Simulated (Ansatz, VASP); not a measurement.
One calculation of Ge2Sb, two programs

```xyz
3
Lattice="3.9673 0.0000 0.0000 -1.9837 3.4358 0.0000 0.0000 0.0000 5.0538" Properties=species:S:1:pos:R:3 pbc="T T T"
Ge    0.0000    2.2905    4.3279
Ge    1.9837    1.1453    0.7259
Sb    0.0000    0.0000    2.5269
```

Alike in both runs: task relaxation of cell and atoms; functional PBE; k mesh 12 × 12 × 10; occupations gaussian, width 0.1 eV; no spin polarisation.

|  | VASP | Ansatz |
| --- | --- | --- |
| version | VASP 6.6.1 | Ansatz 0.2.0 |
| potentials or method | VASP PAW PBE potentials, release 64 (Ge_d, Sb) | scalar-relativistic, plane waves, PAW |
| plane-wave cutoff (eV) | 600 | 420 |
| valence electrons in the cell | 33 | 43 |

|  | VASP | Ansatz | Ansatz less VASP |
| --- | --- | --- | --- |
| gap on the k mesh at the Fermi level, each at its own relaxed structure (eV) | none | none | - |
| relaxed volume (Å³/atom) | 23.04 | 23.06 | +0.018 |
| relaxed cell length with the largest relative difference (Å) | 4.915 | 4.917 | +0.0021 |
| energy change over the relaxation (meV/atom) | -3 | -3 | 0.0 |

A gap of «none» marks a metal or a gap that the smearing closes. The two sets of potentials don't hold the same shells in valence.

Spin-orbit coupling is left out, which matters for the levels of Sb.
